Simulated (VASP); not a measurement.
**Zn (relaxed from the fcc structure, space group Fm-3m): computed properties**

The numbers are results of r2SCAN meta-GGA, VASP's PBE PAW potentials (set 64) (plane waves; VASP), not measurements.

```yaml
space_group: Fm-3m (225)
cell: a = 3.849 Å, b = 3.849 Å, c = 3.849 Å, α = 90.00°, β = 90.00°, γ = 90.00°
volume_per_atom: 14.25 Å^3/atom
band gap (over mesh and band path): none (metal, semimetal or under 0.01 eV)
density: 7.62 g/cm³
```

Zn has the cubic space group Fm-3m (No. 225), the fcc (Cu type) structure, Pearson symbol cF4. Cell: a = 3.8488 Å, b = 3.8488 Å, c = 3.8488 Å, α = 90.00°, β = 90.00°, γ = 90.00°. Zn on 4a is surrounded by 12 Zn at 2.722 Å (cuboctahedral). (Neighbours: up to the widest gap in distance over summed covalent radii, below 1.35, at either atom.)
(The calculation used a cell of 1 atom; values per cell refer to that cell.)

The structure was generated: Zn was put into the fcc type (Fm-3m), which need not be its known phase. It was relaxed first, which changed the volume by -6 %. Symmetry was kept, so distortions that lower it aren't found.
